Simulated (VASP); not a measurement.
# A VASP study of BAs (r2SCAN + rVV10): structure first, properties next, part 6 of 8

Aim: relax BAs with r2SCAN + rVV10, compute its properties on that cell and hold them against experiment. The start is a cell from a database of measured crystal structures.

VASP 6.6.1, plane waves and PAW; the level of theory is named at each step.

So far. Step 7 (Elastic constants (r2SCAN + rVV10)): B/G is 1.06, which by Pugh's rule of thumb (1.75) points to a brittle solid. The Zener ratio 2C44/(C11 - C12) is 1.43, where 1 means isotropic. With the density of 5.21 g/cm³ the Hill moduli give sound speeds of 7.92 km/s (longitudinal) and 5.12 km/s (transverse), and from their mean a Debye temperature of 700 K. The relaxed cell has a = 4.780 Å (conventional setting).

## Step 9: Independent-particle dielectric function (r2SCAN + rVV10)

Level of this step: r2SCAN with rVV10; plane waves and PAW (B, As) (VASP).

LOPTICS sums transitions from filled to empty bands. The mesh is finer than in the run before. NBANDS is raised for it.

File INCAR:

```
SYSTEM = BAs
PREC = Accurate
ENCUT = 420
EDIFF = 1E-06
NELM = 100
ISMEAR = 0
SIGMA = 0.05
LREAL = .FALSE.
ALGO = Normal
METAGGA = R2SCAN
LUSE_VDW = .TRUE.
IVDW_NL = 2
BPARAM = 11.95
CPARAM = 0.0093
LASPH = .TRUE.
NBANDS = 20
LORBIT = 11
LWAVE = .FALSE.
LCHARG = .FALSE.
KPAR = 2
LOPTICS = .TRUE.
NEDOS = 1500
CSHIFT = 0.1
```

File POSCAR:

```
BAs
1.0
    0.0000000000      2.3898420644      2.3898420644
    2.3898420644      0.0000000000      2.3898420644
    2.3898420644      2.3898420644      0.0000000000
B As
1 1
Direct
    0.0000000000      0.0000000000      0.0000000000
    0.2500000000      0.2500000000      0.2500000000
```

File KPOINTS:

```
Automatic mesh
0
Gamma
10 10 10
0 0 0
```

The projector-augmented-wave data sets are B and As (PBE family, release 64).

On the command line:

```sh
$ mpirun -np 2 vasp_std
```

Output:

```text
[... set-up lines as in an earlier step ...]
 entering main loop
       N       E                     dE             d eps       ncg     rms          rms(c)
Total rVV10 correction in eV:      0.0897774    10.0781823
Total rVV10 correction in eV:      0.0897774    10.0781823
DAV:   1     0.113180201898E+01    0.11318E+01   -0.32569E+03  1880   0.313E+02
DAV:   2    -0.231790631720E+02   -0.24311E+02   -0.23439E+02  2444   0.777E+01
DAV:   3    -0.237348362844E+02   -0.55577E+00   -0.55360E+00  2244   0.957E+00
DAV:   4    -0.237357473547E+02   -0.91107E-03   -0.91103E-03  2188   0.429E-01
DAV:   5    -0.237357480821E+02   -0.72739E-06   -0.72711E-06  2240   0.131E-02    0.498E+00
Total rVV10 correction in eV:      0.0982388    10.0781822
Total rVV10 correction in eV:      0.0982388    10.0781822
DAV:   6    -0.221755173495E+02    0.15602E+01   -0.72084E-01  1968   0.268E+00    0.274E+00
Total rVV10 correction in eV:      0.1083863    10.0781822
Total rVV10 correction in eV:      0.1083863    10.0781822
DAV:   7    -0.221399075209E+02    0.35610E-01   -0.13607E-01  2136   0.120E+00    0.988E-01
Total rVV10 correction in eV:      0.1155726    10.0781822
Total rVV10 correction in eV:      0.1155726    10.0781822
DAV:   8    -0.221373830317E+02    0.25245E-02   -0.11738E-02  2092   0.499E-01    0.943E-02
Total rVV10 correction in eV:      0.1160018    10.0781822
Total rVV10 correction in eV:      0.1160018    10.0781822
DAV:   9    -0.221375263457E+02   -0.14331E-03   -0.68232E-04  2160   0.985E-02    0.446E-02
Total rVV10 correction in eV:      0.1162608    10.0781822
Total rVV10 correction in eV:      0.1162608    10.0781822
DAV:  10    -0.221375345734E+02   -0.82277E-05   -0.41593E-05  2084   0.268E-02    0.996E-03
Total rVV10 correction in eV:      0.1162285    10.0781822
Total rVV10 correction in eV:      0.1162285    10.0781822
DAV:  11    -0.221375330505E+02    0.15229E-05   -0.28862E-06  2340   0.650E-03    0.286E-03
Total rVV10 correction in eV:      0.1162534    10.0781822
Total rVV10 correction in eV:      0.1162534    10.0781822
DAV:  12    -0.221375336488E+02   -0.59833E-06   -0.87712E-08  1216   0.138E-03
Total rVV10 correction in eV:      0.1162504    10.0781822
Total rVV10 correction in eV:      0.1162504    10.0781822
Total rVV10 correction in eV:      0.1162497    10.0781822
Total rVV10 correction in eV:      0.1162497    10.0781822
   1 F= -.22137534E+02 E0= -.22137534E+02  d E =-.124505E-11
 optical routines
 imaginary and real dielectric function
 direction            1
 direction            2
 direction            3
```

Wall time 22 s (2 MPI ranks of Intel Xeon 6975P-C (Granite Rapids), shared host); peak memory 0.44 GiB; 42 s of CPU time.

From OUTCAR (step 9):

```text
   k-points           NKPTS =     47   k-points in BZ     NKDIM =     47   number of bands    NBANDS=     20

   NELECT =       8.0000    total number of electrons

 E-fermi :   6.2191

 k-point     1 :       0.0000    0.0000    0.0000
  band No.  band energies     occupation
      1     -10.1468      2.00000
      2       6.0067      2.00000
      3       6.0067      2.00000
      4       6.0067      2.00000
      5       9.4418      0.00000
      6       9.4418      0.00000
      7       9.4418      0.00000
      8      11.1323      0.00000
      9      16.2909      0.00000
    ...

  Total        0.0007486      0.0007486      0.0007486     -0.0000000      0.0000000      0.0000000
  in kB        0.0439341      0.0439341      0.0439341     -0.0000000      0.0000000      0.0000000
  external PRESSURE =       0.0439341 kB  Pullay stress =       0.0000000 kB

 POSITION                                       TOTAL-FORCE (eV/Angst)
 -----------------------------------------------------------------------------------
      0.00000      0.00000      0.00000        -0.000000      0.000000     -0.000000
      1.19492      1.19492      1.19492         0.000000     -0.000000      0.000000
 -----------------------------------------------------------------------------------
    total drift:                                0.000000      0.000000      0.000000

  FREE ENERGIE OF THE ION-ELECTRON SYSTEM (eV)
  ---------------------------------------------------
  free  energy   TOTEN  =       -22.1375336488 eV

  energy  without entropy=      -22.1375336488  energy(sigma->0) =      -22.13753365

 plasma frequency squared (from intraband transitions) (eV^2)
  --------------------------------------------------------------------------------------
       0.000       0.000      -0.000
       0.000       0.000      -0.000
      -0.000       0.000       0.000

[... 8 parts as in an earlier step ...]

[... 8 further parts left out ...]
```

These are independent-particle spectra without excitons or local fields, and fine structure depends on the mesh and on CSHIFT.

Numbers from this step:

```yaml
scf_cycles: 12
bands: 20
irreducible_k_points: 47
fermi_energy: 6.219 eV
pressure: 0.004393 GPa
```

The imaginary dielectric function, xx has structure finer than the step of the table below, so its rows give means over 1 eV, whole bins alone (the curve runs from 0 to 25.0 eV). Peaks (eV: height): 4.8: 15.8, 5.9: 43.8, 7.4: 23.0.

Table of imaginary dielectric function, xx by photon energy; means over each step:

| photon energy (eV) | imaginary dielectric function, xx |
| --- | --- |
| 1 | 0.0566 |
| 2 | 0.152 |
| 3 | 0.758 |
| 4 | 6.48 |
| 5 | 13.2 |
| 6 | 22.7 |
| 7 | 15.5 |
| 8 | 9.26 |
| 9 | 2.93 |
| 10 | 2.66 |
| 11 | 2.64 |
| 12 | 1.41 |
| 13 | 1.28 |
| 14 | 1.01 |
| 15 | 0.834 |
| 16 | 0.662 |
| 17 | 0.521 |
| 18 | 0.411 |
| 19 | 0.380 |
| 20 | 0.369 |
| 21 | 0.240 |
| 22 | 0.231 |
| 23 | 0.119 |
| 24 | 0.124 |

The real dielectric function, xx by photon energy:

| photon energy (eV) | real dielectric function, xx |
| --- | --- |
| 0 | 9.41 |
| 1 | 9.68 |
| 2 | 10.6 |
| 3 | 13.2 |
| 4 | 17.9 |
| 5 | 11.5 |
| 6 | -14.6 |
| 7 | -2.84 |
| 8 | -8.01 |
| 9 | -4.97 |
| 10 | -2.55 |
| 11 | -2.77 |
| 12 | -2.52 |
| 13 | -1.36 |
| 14 | -1.45 |
| 15 | -1.15 |
| 16 | -0.669 |
| 17 | -0.789 |
| 18 | -0.397 |
| 19 | -0.416 |
| 20 | -0.234 |
| 21 | -0.127 |
| 22 | -0.0755 |
| 23 | 0.0653 |
| 24 | 0.181 |

Its static limit, 9.41, stands beside 9.08 from the response with local fields; local fields, the finite band count and the meshes make the difference. The mean of ε2 over directions passes 5 % of its top at 3.74 eV, against a least direct gap of 3.44 eV on this mesh, so the first direct transitions are weak, forbidden or few. The indirect gap (1.33 eV in the band run) doesn't show, since phonons are left out.

## Step 10: Band structure (r2SCAN + rVV10 + SOC)

This step: r2SCAN with rVV10, spin-orbit coupling; plane waves and PAW (B, As) (VASP 6.6.1).

Levels along the symmetry lines show where the bands peak and cross; KPOINTS_OPT computes them in the converged potential. Spin-orbit coupling needs spinors and the noncollinear program, where each band holds one electron.

INCAR: that of step 9 with these lines changed.

```diff
@@ -15,3 +15,7 @@
 LASPH = .TRUE.
+LNONCOLLINEAR = .TRUE.
+MAGMOM = 0 0 0 0 0 0
 NBANDS = 20
+GGA_COMPAT = .FALSE.
+LSORBIT = .TRUE.
 LORBIT = 11
@@ -20,4 +24 @@
 KPAR = 2
-LOPTICS = .TRUE.
-NEDOS = 1500
-CSHIFT = 0.1
```

POSCAR is that of step 9.

File KPOINTS:

```
Automatic mesh
0
Gamma
6 6 6
0 0 0
```

File KPOINTS_OPT:

```
Line mode
16
Line-mode
Reciprocal
  0.00000000   0.00000000   0.00000000 GAMMA
  0.50000000   0.00000000   0.50000000 X

  0.50000000   0.00000000   0.50000000 X
  0.50000000   0.25000000   0.75000000 W

  0.50000000   0.25000000   0.75000000 W
  0.37500000   0.37500000   0.75000000 K

  0.37500000   0.37500000   0.75000000 K
  0.00000000   0.00000000   0.00000000 GAMMA

  0.00000000   0.00000000   0.00000000 GAMMA
  0.50000000   0.50000000   0.50000000 L

  0.50000000   0.50000000   0.50000000 L
  0.62500000   0.25000000   0.62500000 U

  0.62500000   0.25000000   0.62500000 U
  0.50000000   0.25000000   0.75000000 W

  0.50000000   0.25000000   0.75000000 W
  0.50000000   0.50000000   0.50000000 L

  0.50000000   0.50000000   0.50000000 L
  0.37500000   0.37500000   0.75000000 K

  0.62500000   0.25000000   0.62500000 U
  0.50000000   0.00000000   0.50000000 X
```

On the command line:

```sh
$ mpirun -np 2 vasp_ncl
```

Output:

```text
[... set-up lines as in an earlier step ...]
 entering main loop
       N       E                     dE             d eps       ncg     rms          rms(c)
Total rVV10 correction in eV:      0.0897774    10.0781823
Total rVV10 correction in eV:      0.0897774    10.0781823
DAV:   1     0.350881386855E+01    0.35088E+01   -0.29853E+03   880   0.617E+02
DAV:   2    -0.225683031208E+02   -0.26077E+02   -0.23883E+02  1192   0.124E+02
DAV:   3    -0.237251653857E+02   -0.11569E+01   -0.11457E+01  1056   0.225E+01
DAV:   4    -0.237295856376E+02   -0.44203E-02   -0.44189E-02  1060   0.161E+00
DAV:   5    -0.237295953479E+02   -0.97103E-05   -0.97101E-05  1008   0.811E-02    0.498E+00
Total rVV10 correction in eV:      0.0983154    10.0781822
Total rVV10 correction in eV:      0.0983154    10.0781822
DAV:   6    -0.221657259795E+02    0.15639E+01   -0.40259E-01   964   0.538E+00    0.280E+00
Total rVV10 correction in eV:      0.1086317    10.0781822
Total rVV10 correction in eV:      0.1086317    10.0781822
DAV:   7    -0.221322726363E+02    0.33453E-01   -0.12116E-01  1096   0.254E+00    0.957E-01
Total rVV10 correction in eV:      0.1157361    10.0781822
Total rVV10 correction in eV:      0.1157361    10.0781822
DAV:   8    -0.221287489453E+02    0.35237E-02   -0.10092E-02  1032   0.953E-01    0.870E-02
Total rVV10 correction in eV:      0.1161697    10.0781822
Total rVV10 correction in eV:      0.1161697    10.0781822
DAV:   9    -0.221288783364E+02   -0.12939E-03   -0.55370E-04  1032   0.176E-01    0.484E-02
Total rVV10 correction in eV:      0.1164140    10.0781822
Total rVV10 correction in eV:      0.1164140    10.0781822
DAV:  10    -0.221289162126E+02   -0.37876E-04   -0.29855E-05   972   0.487E-02    0.397E-02
Total rVV10 correction in eV:      0.1165461    10.0781822
Total rVV10 correction in eV:      0.1165461    10.0781822
DAV:  11    -0.221289230409E+02   -0.68283E-05   -0.71625E-06  1008   0.263E-02    0.114E-02
Total rVV10 correction in eV:      0.1165783    10.0781822
Total rVV10 correction in eV:      0.1165783    10.0781822
DAV:  12    -0.221289226487E+02    0.39219E-06   -0.40943E-07   852   0.678E-03
Total rVV10 correction in eV:      0.1165858    10.0781822
Total rVV10 correction in eV:      0.1165858    10.0781822
Total rVV10 correction in eV:      0.1165829    10.0781822
Total rVV10 correction in eV:      0.1165829    10.0781822
   1 F= -.22128923E+02 E0= -.22128923E+02  d E =-.248517E-11  mag=    -0.0000    -0.0000    -0.0000
 Start KPOINTS_OPT (optional k-point list driver)
k-point batch [1-22\160]
       N       E                     dE             ncg
DAV:   1     0.546164396387E+03   -0.34415E+04      880
DAV:   2    -0.363874826067E+02   -0.58255E+03     1208
DAV:   3    -0.595113188735E+02   -0.23124E+02     1100
DAV:   4    -0.595939535994E+02   -0.82635E-01     1072
DAV:   5    -0.595941402254E+02   -0.18663E-03     1084
DAV:   6    -0.595941409368E+02   -0.71142E-06      952
[...]
k-point batch [155-160\160]
       N       E                     dE             ncg
DAV:   1     0.501715087753E+04   -0.16899E+04      240
DAV:   2     0.485589536869E+04   -0.16126E+03      316
DAV:   3     0.485040776945E+04   -0.54876E+01      320
DAV:   4     0.485038938767E+04   -0.18382E-01      300
DAV:   5     0.485038934907E+04   -0.38599E-04      320
DAV:   6     0.485038934894E+04   -0.12831E-06      256
```

Elapsed: 82 s, on 2 MPI ranks; peak memory 0.58 GiB; 2.7 min of CPU time.

From OUTCAR (step 10):

```text
   k-points           NKPTS =     22   k-points in BZ     NKDIM =     22   number of bands    NBANDS=     20

   NELECT =       8.0000    total number of electrons

 E-fermi :   6.2935

 k-point     1 :       0.0000    0.0000    0.0000
  band No.  band energies     occupation
    ...
      4       5.8667      1.00000
      5       6.0787      1.00000
      6       6.0787      1.00000
      7       6.0787      1.00000
      8       6.0787      1.00000
      9       9.3132      0.00000
     10       9.3132      0.00000
     11       9.5145      0.00000
     12       9.5145      0.00000
     13       9.5145      0.00000
    ...

  Total        0.0087954      0.0087954      0.0087954     -0.0000000      0.0000000      0.0000000
  in kB        0.5162153      0.5162153      0.5162153     -0.0000000      0.0000000      0.0000000
  external PRESSURE =       0.5162153 kB  Pullay stress =       0.0000000 kB

  FREE ENERGIE OF THE ION-ELECTRON SYSTEM (eV)
  ---------------------------------------------------
  free  energy   TOTEN  =       -22.1289226487 eV

  energy  without entropy=      -22.1289226487  energy(sigma->0) =      -22.12892265

 Spin-Orbit-Coupling matrix elements
 Ion:    1  E_soc:     -0.0000075
 Ion:    2  E_soc:     -0.0203964

 magnetization (x)
# of ion       s       p       d       tot
------------------------------------------
    1        0.000  -0.000   0.000  -0.000
    2       -0.000   0.000   0.000   0.000
--------------------------------------------------
tot          0.000  -0.000   0.000  -0.000

 magnetization (y)
# of ion       s       p       d       tot
------------------------------------------
    1        0.000   0.000   0.000   0.000
    2        0.000  -0.000   0.000   0.000
--------------------------------------------------
tot          0.000   0.000   0.000   0.000

 magnetization (z)
# of ion       s       p       d       tot
------------------------------------------
    1       -0.000  -0.000   0.000  -0.000
    2        0.000   0.000   0.000   0.000
--------------------------------------------------
tot         -0.000  -0.000   0.000  -0.000

[... 7 parts as in an earlier step ...]

[... 10 further parts left out ...]
```

This step gave:

| Quantity | Value |
| --- | --- |
| irreducible k-points | 22 |
| free energy (TOTEN) | -22.13 eV |
| Fermi energy | 6.293 eV |
| pressure | 0.05162 GPa |
| least gap on mesh and path | 1.266 eV |
| least direct gap on mesh and path | 3.234 eV |
| conduction bottom at k | 0.4, 0, 0.4 |

On-site spin-orbit energy by atom:

| atom | on-site spin-orbit energy (eV) |
| --- | --- |
| B1 | 0.0000 |
| As2 | -0.0204 |

The electronic bands at the labelled points (eV, zero at the valence-band top; v1 is the highest filled band, c1 the lowest empty one):

| point | v4 | v3 | v2 | v1 | c1 | c2 | c3 | c4 |
| --- | --- | --- | --- | --- | --- | --- | --- | --- |
| Γ | 0.00 | 0.00 | 0.00 | 0.00 | 3.23 | 3.23 | 3.44 | 3.44 |
| 0.47 of the way | -2.80 | -2.80 | -2.67 | -2.67 | 1.86 | 1.86 | 5.09 | 5.09 |
| X | -4.44 | -4.44 | -4.31 | -4.31 | 1.51 | 1.51 | 1.58 | 1.58 |
| 0.47 of the way | -5.13 | -5.03 | -4.93 | -4.92 | 2.83 | 2.88 | 3.01 | 3.02 |
| W | -5.89 | -5.75 | -5.51 | -5.50 | 5.58 | 5.58 | 6.38 | 6.38 |
| 0.47 of the way | -6.17 | -6.07 | -4.71 | -4.65 | 3.69 | 3.73 | 5.98 | 6.01 |
| K | -6.34 | -6.25 | -3.76 | -3.75 | 2.17 | 2.18 | 5.85 | 5.89 |
| 0.47 of the way | -4.40 | -4.30 | -1.45 | -1.44 | 4.16 | 4.18 | 5.32 | 5.33 |
| Γ | 0.00 | 0.00 | 0.00 | 0.00 | 3.23 | 3.23 | 3.44 | 3.44 |
| 0.47 of the way | -1.27 | -1.27 | -1.13 | -1.13 | 3.31 | 3.31 | 4.69 | 4.69 |
| L | -2.08 | -2.08 | -1.93 | -1.93 | 2.88 | 2.88 | 4.93 | 4.93 |
| 0.47 of the way | -4.33 | -4.28 | -2.71 | -2.71 | 3.29 | 3.30 | 5.98 | 6.00 |
| U | -6.34 | -6.25 | -3.76 | -3.75 | 2.17 | 2.18 | 5.85 | 5.89 |
| 0.47 of the way | -6.21 | -6.11 | -4.53 | -4.48 | 3.38 | 3.41 | 5.95 | 5.98 |
| W | -5.89 | -5.75 | -5.51 | -5.50 | 5.58 | 5.58 | 6.38 | 6.38 |
| 0.47 of the way | -5.12 | -5.04 | -3.50 | -3.43 | 4.29 | 4.30 | 5.00 | 5.10 |
| L | -2.08 | -2.08 | -1.93 | -1.93 | 2.88 | 2.88 | 4.93 | 4.93 |
| 0.53 of the way | -4.77 | -4.72 | -2.87 | -2.87 | 3.13 | 3.14 | 6.46 | 6.48 |
| K | -6.34 | -6.25 | -3.76 | -3.75 | 2.17 | 2.18 | 5.85 | 5.89 |
| jump to U | -6.34 | -6.25 | -3.76 | -3.75 | 2.17 | 2.18 | 5.85 | 5.89 |
| 0.53 of the way | -5.18 | -5.12 | -4.24 | -4.23 | 1.68 | 1.69 | 2.79 | 2.82 |
| X | -4.44 | -4.44 | -4.31 | -4.31 | 1.51 | 1.51 | 1.58 | 1.58 |

Of the projections kept (B, As), the largest for each band there; the rest of the weight can lie on other orbitals:

| point | v4 | v3 | v2 | v1 | c1 | c2 | c3 | c4 |
| --- | --- | --- | --- | --- | --- | --- | --- | --- |
| Γ | As 0.52 | As 0.52 | As 0.52 | As 0.52 | As 0.63 | As 0.63 | As 0.69 | As 0.69 |
| X | As 0.58 | As 0.58 | As 0.57 | As 0.57 | As 0.52 | As 0.52 | As 0.63 | As 0.63 |
| W | As 0.66 | As 0.65 | As 0.55 | As 0.55 | B 0.68 | B 0.68 | B 0.66 | B 0.66 |
| K | As 0.61 | As 0.61 | As 0.58 | As 0.58 | As 0.56 | As 0.56 | B 0.53 | B 0.54 |
| Γ | As 0.52 | As 0.52 | As 0.52 | As 0.52 | As 0.63 | As 0.63 | As 0.69 | As 0.69 |
| L | As 0.57 | As 0.57 | As 0.55 | As 0.55 | B 0.50 | B 0.50 | As 0.64 | As 0.64 |

The gap moves by -0.07 eV against r2SCAN with rVV10, which ran on another mesh.

The path shows an indirect gap of 1.27 eV (valence top at Γ, conduction bottom between Γ and X). The least direct gap is 3.23 eV.

## Step 11: A semilocal run for the hybrid's start

This step: r2SCAN; plane waves and PAW (B, As) (VASP 6.6.1).

A hybrid converges badly from random orbitals, so a cheap semilocal run writes a WAVECAR on the same mesh first.

File INCAR:

```
SYSTEM = BAs
PREC = Accurate
ENCUT = 420
EDIFF = 1E-05
NELM = 100
ISMEAR = 0
SIGMA = 0.05
LREAL = .FALSE.
ALGO = Normal
METAGGA = R2SCAN
LASPH = .TRUE.
NBANDS = 10
LORBIT = 11
LWAVE = .TRUE.
LCHARG = .FALSE.
KPAR = 2
```

POSCAR is that of step 10.

File KPOINTS:

```
Automatic mesh
0
Gamma
5 5 5
0 0 0
```

On the command line:

```sh
$ mpirun -np 2 vasp_std
```

Output:

```text
[banner, memory and clock lines left out]
running    2 mpi-ranks, on    1 nodes
 distrk:  each k-point on    1 cores,    2 groups
 distr:  one band on    1 cores,    1 groups

 POSCAR found type information on POSCAR B As
 POSCAR found :  2 types and       2 ions
 [... a notice as in an earlier step ...]

 LDA part: xc-table for (None), standard interpolation
 POSCAR, INCAR and KPOINTS ok, starting setup
 FFT: planning ... GRIDC
 FFT: planning ... GRID_SOFT
 FFT: planning ... GRID
 WAVECAR not read
 entering main loop
       N       E                     dE             d eps       ncg     rms          rms(c)
DAV:   1    -0.972231534228E+00   -0.97223E+00   -0.35674E+03   200   0.628E+02
DAV:   2    -0.232274386147E+02   -0.22255E+02   -0.21055E+02   290   0.102E+02
DAV:   3    -0.237979846525E+02   -0.57055E+00   -0.56988E+00   252   0.165E+01
DAV:   4    -0.237997332548E+02   -0.17486E-02   -0.17475E-02   232   0.993E-01
DAV:   5    -0.237997361138E+02   -0.28591E-05   -0.28590E-05   248   0.436E-02    0.499E+00
DAV:   6    -0.222344348126E+02    0.15653E+01   -0.99372E-01   216   0.542E+00    0.281E+00
DAV:   7    -0.222008339746E+02    0.33601E-01   -0.19212E-01   256   0.240E+00    0.972E-01
DAV:   8    -0.221982849075E+02    0.25491E-02   -0.16847E-02   236   0.995E-01    0.908E-02
DAV:   9    -0.221984744813E+02   -0.18957E-03   -0.34501E-04   232   0.146E-01    0.484E-02
DAV:  10    -0.221985409725E+02   -0.66491E-04   -0.36470E-05   228   0.588E-02    0.165E-02
DAV:  11    -0.221985423577E+02   -0.13852E-05   -0.62262E-06   210   0.224E-02
   1 F= -.22198542E+02 E0= -.22198542E+02  d E =-.695133E-17
 writing wavefunctions
```

It took 4.2 s on 2 MPI ranks; peak memory 0.25 GiB; 6.9 s of CPU time.

Parts of OUTCAR (step 11):

```text
   k-points           NKPTS =     10   k-points in BZ     NKDIM =     10   number of bands    NBANDS=     10

   NELECT =       8.0000    total number of electrons

 E-fermi :   6.3023

 k-point     1 :       0.0000    0.0000    0.0000
  band No.  band energies     occupation
      1     -10.1263      2.00000
      2       6.0185      2.00000
      3       6.0185      2.00000
      4       6.0185      2.00000
      5       9.4574      0.00000
      6       9.4574      0.00000
      7       9.4574      0.00000
      8      11.1512      0.00000
      9      16.3770      0.00000
    ...

  Total        0.1370660      0.1370660      0.1370660      0.0000000     -0.0000000     -0.0000000
  in kB        8.0445707      8.0445707      8.0445707      0.0000000     -0.0000000     -0.0000000
  external PRESSURE =       8.0445707 kB  Pullay stress =       0.0000000 kB

  FREE ENERGIE OF THE ION-ELECTRON SYSTEM (eV)
  ---------------------------------------------------
  free  energy   TOTEN  =       -22.1985423577 eV

  energy  without entropy=      -22.1985423577  energy(sigma->0) =      -22.19854236

[... 7 parts as in an earlier step ...]

[... 10 further parts left out ...]
```

A gap read on the k-mesh alone can miss the band edges.

Numbers from this step:

```
SCF cycles                     : 11
bands                          : 10
irreducible k-points           : 10
free energy (TOTEN)            : -22.20 eV
Fermi energy                   : 6.302 eV
pressure                       : 0.8045 GPa
conduction bottom at k         : 0.4, 0.4, 0
gap on the k-mesh              : 1.366 eV
least direct gap on the k-mesh : 3.439 eV
```

(Continued in part 7 of 8.)

[Lines on the potential files, build, host, timing and source positions are cut from VASP's logs without a mark.]

[Logs are printed without paths, hosts, clocks, repeated set-up lines and the standing remarks that a program may print on its own settings, such as how far it seeks lower states.]

[Hosts, paths, dates, database ids (printed as entryN), source tags and the programs' standing remarks are cut or masked in the printed files.]

[A measured line is paired with the nearest computed mode of its activity, which favours agreement.]
